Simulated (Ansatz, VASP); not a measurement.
This is a calculation of TaTe for VASP 6.6.1. The cell comes from a database or a generator and needn't be the stable form of this composition.

The input INCAR:

```
PREC = Accurate ; ENCUT = 520
EDIFF = 1E-7 ; ISMEAR = -1
SIGMA = 0.05 ; LREAL = False
LASPH = True ; NELM = 100
ALGO = Normal ; ISIF = 2
LWAVE = False ; LCHARG = False
GGA = PE ; NBANDS = 16
```

Contents of KPOINTS:

```
Automatic mesh
0
Gamma
  8 8 8
```

File POSCAR:

```
TaTe
1.0
    3.4200900000      0.0000000000      0.0000000000
    0.0000000000      3.4200900000      0.0000000000
    0.0000000000      0.0000000000      3.4200900000
Ta Te
1 1
Direct
    0.5000000000      0.5000000000      0.5000000000
    0.0000000000      0.0000000000      0.0000000000
```

Potentials or basis: VASP PAW PBE potentials, release 64 (Ta_pv, Te).

Command:

```bash
$ cat potpaw_PBE.64/Ta_pv/POTCAR potpaw_PBE.64/Te/POTCAR > POTCAR
$ mpirun -np 1 vasp_std > vasp.out
```

Problem. Set up the same calculation for Ansatz 0.2.0. Potentials or basis there: all-electron LAPW, scalar-relativistic.

Solution. As run (cutoffs and basis follow the program's own potentials, and thresholds, step limits or extra output files can differ):

input.yaml

```yaml
crystal:
  lattice:
    - [3.42009, 0.0, 0.0]
    - [0.0, 3.42009, 0.0]
    - [0.0, 0.0, 3.42009]
  atoms:
    - { symbol: Ta, position: [0.5, 0.5, 0.5] }
    - { symbol: Te, position: [0.0, 0.0, 0.0] }
kpoints:
  mp_grid: { grid: [8, 8, 8] }
scf:
  occupations: { method: fermi_dirac, width: 0.05 }
hamiltonian:
  xc: pbe
  pseudopotentials: { kind: all_electron, lapw: { basis_error: 0.001 } }
output:
  forces: true
  stress: true
  eigenvalues: true
  populations: true
```

Potentials or basis: all-electron LAPW, scalar-relativistic.

Launch:

```sh
$ ansatz run input.yaml --threads 1 --pin off --max-ram 3072MiB --backend cpu --events-out ev --progress --plain --runs-dir out
```

Both were run:

|  | VASP | Ansatz |
| --- | --- | --- |
| Pressure | 0.1 GPa | 0.2 GPa |

Where Ansatz's input types no cutoff or centring, it takes its own default and a Γ-centred mesh.

Pressure is positive in compression.
